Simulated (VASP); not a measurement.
A VASP calculation is set up with these files.

### POSCAR
```
PbS
1
    0.0000000000     2.9224228572     2.9224228572
    2.9224228572     0.0000000000     2.9224228572
    2.9224228572     2.9224228572     0.0000000000
Pb S
1 1
Direct
  0.0000000000   0.0000000000   0.0000000000
  0.5000000000   0.5000000000   0.5000000000
```

### INCAR
```
SYSTEM  =  PbS
PREC  =  Accurate; ENCUT  =  520; LREAL  =  .FALSE.
LASPH  =  .TRUE.
EDIFF  =  1E-7; NELM  =  100; ALGO  =  Normal
LMAXMIX  =  4
ISMEAR  =  -5
ISIF  =  2
LWAVE  =  .FALSE.; LCHARG  =  .TRUE.; LORBIT  =  11
NEDOS  =  601
```

### KPOINTS
```
Automatic mesh
0
Gamma
 9 9 9
```

POTCAR, in this order: Pb_d S (LDA.64 set). Program: vasp_std.

Problem. Translate this LDA calculation to Quantum ESPRESSO's pw.x.

Solution. One equivalent input (not run):
```
&CONTROL
  calculation = 'scf'
  pseudo_dir = './pseudo'
  outdir = './out'
  tprnfor = .true.
  tstress = .true.
/
&SYSTEM
  ibrav = 0
  nat = 2
  ntyp = 2
  ecutwfc = 56
  occupations = 'tetrahedra'
  input_dft = 'pz'
/
&ELECTRONS
  conv_thr = 7.3e-09
  electron_maxstep = 100
/
ATOMIC_SPECIES
  Pb 207.200 Pb.upf
  S 32.060 S.upf
CELL_PARAMETERS angstrom
     0.0000000    2.9224229    2.9224229
     2.9224229    0.0000000    2.9224229
     2.9224229    2.9224229    0.0000000
ATOMIC_POSITIONS crystal
  Pb   0.0000000  0.0000000  0.0000000
  S    0.5000000  0.5000000  0.5000000
K_POINTS automatic
  9 9 9 0 0 0
```
What does not carry over: the potentials are each code's own (VASP's PAW set, PseudoDojo norm-conserving files in pw.x), so ENCUT and ecutwfc are chosen apart and not converted; conv_thr bounds pw.x's estimated SCF error, while EDIFF bounds the energy change between steps.

The compound is PbS in the rock salt structure. It was relaxed first.
